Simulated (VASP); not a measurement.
Given:

```
CaO
1.0
    0.00000     2.40060     2.40060
    2.40060     0.00000     2.40060
    2.40060     2.40060     0.00000
Ca O
1 1
Cartesian
  0.00000   0.00000   0.00000
  2.40060   2.40060   2.40060
```

The numbers are results of rev-vdW-DF2, VASP's PBE PAW potentials (set 64) (plane waves; VASP 6.6.1), not measurements. Numerical set-up: 520 eV cut-off, Gaussian smearing of 0.050 eV, potentials Ca_sv O.

Task: Predict the band gap (along the path) with the smallest direct gap where there is one.

Result: 
```
Item                                   Result
------------------------------------  -------
band gap (along the path)             3.61 eV
smallest direct gap (along the path)  3.98 eV
```

Total energies compare only between runs with the same potentials, cut-off and functional.

The compound is CaO in the rock salt structure. It was relaxed first.
